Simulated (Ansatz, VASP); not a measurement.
Lu4C3 in VASP and in Ansatz

```xyz
7
Lattice="4.8962 0.0000 0.0000 0.0000 4.8962 0.0000 0.0000 0.0000 4.8962" Properties=species:S:1:pos:R:3 pbc="T T T"
Lu    2.4481    0.0000    0.0000
Lu    0.0000    2.4481    0.0000
Lu    0.0000    0.0000    2.4481
Lu    2.4481    2.4481    2.4481
C     0.0000    2.4481    2.4481
C     2.4481    0.0000    2.4481
C     2.4481    2.4481    0.0000
```

Alike in both runs: functional PBE; k mesh 4 × 4 × 4; occupations gaussian, width 0.1 eV; no spin polarisation.

Ansatz relaxed the structure, and its values are those at the end. VASP's run is a single point on that final structure, the one shown.

|  | VASP | Ansatz |
| --- | --- | --- |
| version | VASP 6.6.1 | Ansatz 0.2.0 |
| potentials or method | VASP PAW PBE potentials, release 64 (Lu, C) | scalar-relativistic, plane waves, PAW |
| plane-wave cutoff (eV) | 520 | 420 |
| valence electrons in the cell | 112 | 112 |

Ansatz gave:

```
gap on the k mesh at the Fermi level (eV) : none
pressure (GPa)                            : -0.2
```

Task: Estimate VASP's values.

Result: gap on the k mesh at the Fermi level (eV): none; pressure (GPa): 0.5.

A gap of «none» marks a metal or a gap that the smearing closes.

Spin-orbit coupling is left out, which matters for the levels of Lu.
